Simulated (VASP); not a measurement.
Data:

```yaml
crystal:
  lattice:
    - [1.67694, -2.90454, 0.00000]
    - [1.67694, 2.90454, 0.00000]
    - [0.00000, 0.00000, 5.19988]
  atoms:
    - { symbol: Sc, position: [0.33333, 0.66667, 0.25000] }
    - { symbol: Sc, position: [0.66667, 0.33333, 0.75000] }
```

Computed with rev-vdW-DF2, VASP's PBE PAW potentials (set 64) (plane waves; VASP 6.6.1). Settings: 520 eV cut-off, 13×13×7 Γ-centred mesh, first-order Methfessel-Paxton smearing of 0.10 eV, potentials Sc_sv.

Problem. Give the stress tensor in GPa (positive for a compressed cell).

Solution. 
```
-3.03   0.00   0.00
 0.00  -3.03   0.00
 0.00   0.00  -3.08
```
The pressure is its mean diagonal, -3.04 GPa.

The compound is Sc in the hcp structure. This cell is one point of a volume scan, at 1.06 of the reference volume.
